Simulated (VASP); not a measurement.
Input:

```
Cu3N
1.0
    3.78591     0.00000     0.00000
    0.00000     3.78591     0.00000
    0.00000     0.00000     3.78591
Cu N
3 1
Direct
  0.50000   0.00000   0.00000
  0.00000   0.50000   0.00000
  0.00000   0.00000   0.50000
  0.00000   0.00000   0.00000
```

The numbers are results of PBE GGA with D3 dispersion (Becke-Johnson damping), VASP's PBE PAW potentials (set 64) (plane waves; VASP), not measurements. Numerical set-up: 520 eV cut-off, Gaussian smearing of 0.050 eV, potentials Cu N.

Problem. Give the energies of bands 9 to 22 at the high-symmetry points, in eV from the valence-band maximum.

Solution. 
```csv
band,Γ,X,M,R
9,-3.56,-3.36,-3.09,-3.06
10,-3.56,-2.94,-3.02,-3.06
11,-2.62,-2.63,-2.96,-3.06
12,-2.62,-2.62,-2.96,-2.22
13,-2.42,-2.55,-2.53,-2.22
14,-2.42,-2.41,-2.49,-1.92
15,-2.42,-2.41,-2.47,-1.92
16,-1.88,-2.24,-2.20,-1.92
17,-1.88,-1.88,-1.10,0.00
18,-1.88,-1.45,-1.10,0.00
19,-1.83,-1.45,-0.71,0.00
20,1.06,1.64,0.14,0.76
21,5.38,3.36,3.66,0.76
22,5.38,6.92,4.88,0.76
```

The gap is indirect, 0.14 eV, from the valence maximum at R to the conduction minimum at M.

The structure comes from a measured Cu3N entry (Pm-3m) of the Crystallography Open Database, whose conditions weren't checked. It was relaxed first.
